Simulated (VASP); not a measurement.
Computed with PBEsol GGA, VASP's PBE PAW potentials (set 64) (plane waves; VASP 6.6.1).

VASP ran on this input.

POSCAR:
```
Ni3Fe
1
    3.4841768124    -0.0000000000     0.0000000000
   -0.0000000000     3.4841768124    -0.0000000000
    0.0000000000     0.0000000000     3.4841768124
Fe Ni
1 3
Direct
  0.0000000000   0.0000000000   0.0000000000
  0.0000000000   0.5000000000   0.5000000000
  0.5000000000   0.0000000000   0.5000000000
  0.5000000000   0.5287011841   0.0000000000
```

### INCAR
```
ENCUT=480   # plane-wave cut-off (eV)
SYSTEM=Ni3Fe
SIGMA=0.1
EDIFF=1E-7
LORBIT=10
LMAXMIX=4
ISIF=2   # forces and stress, cell fixed
LCHARG=.FALSE.
ALGO=Normal   # blocked Davidson
LWAVE=.FALSE.
PREC=Accurate
NELM=100   # most electronic steps
LASPH=.TRUE.   # aspherical one-centre terms
ISPIN=2
ISMEAR=1
GGA=PS   # PBEsol
MAGMOM=2.8 3*0.6
LREAL=.FALSE.   # projection in real space or not
```

KPOINTS:
```
Regular mesh
0
Gamma
 8 8 8
0 0 0
```

POTCAR, in this order: Fe Ni (PBE.64 set). Program: vasp_std.

Output

### OSZICAR
```
       N       E                     dE             d eps       ncg     rms          rms(c)
DAV:   1     0.232585912051E+03    0.23259E+03   -0.16556E+04 13020   0.203E+03
DAV:   2    -0.191620333514E+02   -0.25175E+03   -0.24304E+03 12629   0.365E+02
DAV:   3    -0.322603760966E+02   -0.13098E+02   -0.12452E+02 12895   0.116E+02
DAV:   4    -0.324564102675E+02   -0.19603E+00   -0.19520E+00 13558   0.146E+01
DAV:   5    -0.324618307678E+02   -0.54205E-02   -0.54199E-02 17458   0.202E+00    0.229E+01
DAV:   6    -0.286529492555E+02    0.38089E+01   -0.44552E+01 12746   0.102E+02    0.149E+01
DAV:   7    -0.300469206982E+02   -0.13940E+01   -0.13226E+01 14373   0.937E+01    0.217E+01
DAV:   8    -0.275994209793E+02    0.24475E+01   -0.10277E+01 14238   0.546E+01    0.461E+00
DAV:   9    -0.276611004998E+02   -0.61680E-01   -0.62539E-01 16023   0.166E+01    0.391E+00
DAV:  10    -0.276307496588E+02    0.30351E-01   -0.34941E-01 14411   0.202E+01    0.290E+00
DAV:  11    -0.275931262903E+02    0.37623E-01   -0.95995E-02 16971   0.974E+00    0.114E+00
DAV:  12    -0.275918460277E+02    0.12803E-02   -0.17856E-02 17683   0.174E+00    0.709E-01
DAV:  13    -0.275926705743E+02   -0.82455E-03   -0.44153E-03 14689   0.211E+00    0.594E-01
DAV:  14    -0.275920522563E+02    0.61832E-03   -0.30139E-03 14943   0.184E+00    0.153E-01
DAV:  15    -0.275920883707E+02   -0.36114E-04   -0.48936E-04 14610   0.278E-01    0.845E-02
DAV:  16    -0.275920853666E+02    0.30041E-05   -0.54792E-05 15483   0.144E-01    0.480E-02
DAV:  17    -0.275920853764E+02   -0.98034E-08   -0.24553E-05 16760   0.121E-01    0.104E-02
DAV:  18    -0.275920855952E+02   -0.21886E-06   -0.36737E-06 13956   0.220E-02    0.551E-03
DAV:  19    -0.275920856741E+02   -0.78889E-07   -0.37779E-07 11102   0.132E-02
   1 F= -.27592086E+02 E0= -.27591852E+02  d E =-.701926E-03  mag=     4.6304
```

File OUTCAR:
```
------------------------ aborting loop because EDIFF is reached ----------------------------------------
  FORCE on cell =-STRESS in cart. coord.  units (eV):
  Direction    XX          YY          ZZ          XY          YZ          ZX
  --------------------------------------------------------------------------------------
  Total        0.2608573      0.3558924      0.3336279      0.0000000      0.0000000      0.0000000
  in kB        9.8812761     13.4812064     12.6378270      0.0000000      0.0000000      0.0000000
  external PRESSURE =      12.0001031 kB  Pullay stress =       0.0000000 kB
  volume of cell :       42.30
      direct lattice vectors                 reciprocal lattice vectors
     3.484176812  0.000000000  0.000000000     0.287011841  0.000000000  0.000000000
     0.000000000  3.484176812  0.000000000     0.000000000  0.287011841  0.000000000
     0.000000000  0.000000000  3.484176812     0.000000000  0.000000000  0.287011841
 POSITION                                       TOTAL-FORCE (eV/Angst)
 -----------------------------------------------------------------------------------
      0.00000      0.00000      0.00000         0.000000      0.394562      0.000000
      0.00000      1.74209      1.74209         0.000000      0.039233      0.000000
      1.74209      0.00000      1.74209         0.000000      0.486636      0.000000
      1.74209      1.84209      0.00000         0.000000     -0.920431      0.000000
 -----------------------------------------------------------------------------------
    total drift:                                0.000000     -0.000045     -0.000004
  FREE ENERGIE OF THE ION-ELECTRON SYSTEM (eV)
  ---------------------------------------------------
  free  energy   TOTEN  =       -27.5920856741 eV

  energy  without entropy=      -27.5913837480  energy(sigma->0) =      -27.59185170

 total charge

# of ion       s       p       d       tot
------------------------------------------
    1        0.498   0.550   6.158   7.207
    2        0.528   0.561   8.347   9.436
    3        0.530   0.563   8.349   9.442
    4        0.531   0.564   8.350   9.445
--------------------------------------------------
tot          2.087   2.238  31.205  35.529

 magnetization (x)

# of ion       s       p       d       tot
------------------------------------------
    1        0.009   0.001   2.808   2.818
    2       -0.016  -0.042   0.659   0.601
    3       -0.016  -0.042   0.656   0.598
    4       -0.016  -0.042   0.662   0.604
--------------------------------------------------
tot         -0.039  -0.125   4.785   4.621
```
(Selected blocks of OUTCAR.)

File OUTCAR:
```
 val. band max:        9.0686556946   @ k =   0.3750   0.0000   0.0000

 cond. band min:       9.0744661402   @ k =   0.3750   0.5000   0.3750


 Fermi energy:         9.0726610099

 spin component 1

 k-point     1 :       0.0000    0.0000    0.0000
  band No.  band energies     occupation
      1      -0.3919      1.00000
      2       3.4957      1.00000
      3       3.5045      1.00000
      4       4.1350      1.00000
      5       4.2695      1.00000
      6       4.2780      1.00000
      7       4.2807      1.00000
      8       6.2776      1.00000
      9       6.2797      1.00000
     10       6.3047      1.00000
     11       7.4120      1.00000
     12       7.4335      1.00000
     13       8.2571      1.00000
     14       8.2871      1.00000
     15       8.2890      1.00000
     16       8.4428      1.00000
     17       8.4569      1.00000
     18       8.4575      1.00000
     19       8.4891      1.00000
     20       8.5001      1.00000
     21       8.5073      1.00000
     22      11.3182      0.00000
     23      11.3185      0.00000
     24      11.3777      0.00000
     25      18.3427      0.00000

 k-point     2 :       0.1250    0.0000    0.0000
  band No.  band energies     occupation
      1      -0.1820      1.00000
      2       3.5621      1.00000
      3       3.6067      1.00000
      4       4.2131      1.00000
      5       4.3349      1.00000
      6       4.3562      1.00000
      7       4.3565      1.00000
      8       6.1978      1.00000
      9       6.3396      1.00000
     10       6.3643      1.00000
     11       7.3253      1.00000
     12       7.4551      1.00000
     13       7.9561      1.00000
     14       7.9960      1.00000
     15       8.1885      1.00000
     16       8.2117      1.00000
     17       8.2730      1.00000
     18       8.3558      1.00000
     19       8.3794      1.00000
     20       8.4574      1.00000
     21       8.5111      1.00000
...
```

The compound is Ni3Fe in the L1_2 structure. This cell was strained or had an atom moved on purpose.
